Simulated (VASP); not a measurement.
Given:

```
CELL_PARAMETERS angstrom
      0.00000     2.10500     2.10500
      2.10500     0.00000     2.10500
      2.10500     2.10500     0.00000
ATOMIC_POSITIONS crystal
  Mg 0.00000 0.00000 0.00000
  O  0.50000 0.50000 0.50000
```

Calculation: PBE GGA, VASP's PBE PAW potentials (set 64) (plane waves; VASP). Run with 520 eV cut-off, 10×10×10 Γ-centred mesh, Gaussian smearing of 0.050 eV, potentials Mg O.

Problem. Predict the energy per atom (σ→0), pressure, band gap (on the k-mesh) with the smallest direct gap where there is one.

Solution. 
```json
{
  "band gap (on the k-mesh)": "4.74 eV",
  "smallest direct gap (on the k-mesh)": "4.74 eV",
  "energy per atom (σ→0)": "-5.952 eV/atom",
  "pressure": "41.7 kbar"
}
```

Total energies compare only between runs with the same potentials, cut-off and functional.

The compound is MgO in the rock salt structure. The cell was not relaxed at this level.
